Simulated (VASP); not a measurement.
Input for VASP

KPOINTS:
```
Regular mesh
0
Gamma
  7 7 7
0 0 0
```

**POSCAR**
```
SnPbSe2
1
    2.1085794564     1.2173893821     6.8901706178
   -2.1085794564     1.2173893821     6.8901706178
    0.0000000000    -2.4347778086     6.8901706217
Sn Pb Se
1 1 2
Direct
  0.5000000000   0.5000000000   0.5000000000
  0.0000000000   0.0000000000   1.0000000000
  0.7525965867   0.7525965867   0.7525965867
  0.2474034133   0.2474034133   0.2474034133
```

INCAR:
```
LMAXMIX  =  4
LASPH  =  .TRUE.   ! aspherical one-centre terms
LORBIT  =  11   ! lm-projected
EDIFF  =  1E-7   ! SCF stop (eV)
PREC  =  Accurate
LCHARG  =  .TRUE.
NEDOS  =  601
ALGO  =  Normal   ! blocked Davidson
ISIF  =  2
SYSTEM  =  SnPbSe2
ENCUT  =  400
LREAL  =  .FALSE.   ! projection in real space or not
LEFG  =  .TRUE.
LWAVE  =  .FALSE.
ISMEAR  =  -5   ! tetrahedra, Bloechl
NELM  =  100   ! most electronic steps
```

POTCAR, in this order: Sn_d Pb_d Se (LDA.64 set). Program: vasp_std.

Problem. Translate this LDA calculation to Quantum ESPRESSO's pw.x.

Solution. One equivalent input (not run):
```
&CONTROL
  calculation = 'scf'
  pseudo_dir = './pseudo'
  outdir = './out'
  tprnfor = .true.
  tstress = .true.
/
&SYSTEM
  ibrav = 0
  nat = 4
  ntyp = 3
  ecutwfc = 86
  occupations = 'tetrahedra'
  input_dft = 'pz'
/
&ELECTRONS
  conv_thr = 7.3e-09
  electron_maxstep = 100
/
ATOMIC_SPECIES
  Sn 118.710 Sn.upf
  Pb 207.200 Pb.upf
  Se 78.971 Se.upf
CELL_PARAMETERS angstrom
     2.1085795    1.2173894    6.8901706
    -2.1085795    1.2173894    6.8901706
     0.0000000   -2.4347778    6.8901706
ATOMIC_POSITIONS crystal
  Sn   0.5000000  0.5000000  0.5000000
  Pb   0.0000000  0.0000000  1.0000000
  Se   0.7525966  0.7525966  0.7525966
  Se   0.2474034  0.2474034  0.2474034
K_POINTS automatic
  7 7 7 0 0 0
```
The two are equivalent in intent, not identical: the potentials are each code's own (VASP's PAW set, PseudoDojo norm-conserving files in pw.x), so ENCUT and ecutwfc are chosen apart and not converted; conv_thr bounds pw.x's estimated SCF error, while EDIFF bounds the energy change between steps; the field gradients of LEFG aren't asked of the other code.

The structure comes from a computed database's SnPbSe2 entry (R-3m); how it stands against other phases isn't given here. It was relaxed first, which changed the volume by -7 %.
